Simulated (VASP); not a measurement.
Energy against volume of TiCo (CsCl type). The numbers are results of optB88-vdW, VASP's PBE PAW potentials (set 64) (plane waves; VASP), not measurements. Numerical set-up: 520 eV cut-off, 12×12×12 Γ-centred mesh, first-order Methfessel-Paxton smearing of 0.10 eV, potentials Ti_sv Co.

```csv
V (Å³/atom),E (eV/atom)
12.183,-4.98322
12.571,-5.00499
12.960,-5.01141
13.349,-5.00471
```

Question: Fit these four points and predict the energy of the run at 13.738 Å³/atom.

Answer: A cubic in V^(−2/3), the third-order Birch-Murnaghan form, passes through the four points with V0 = 12.95 Å³/atom and B0 = 181 GPa, and gives -4.9869 eV/atom there. The run gave -4.9868 eV/atom, +0.1 meV/atom from the fit; all five points give B0 = 181 GPa.

The compound is TiCo in the CsCl type structure. It was relaxed first. The run is not spin-polarised, so no magnetic state was tried.
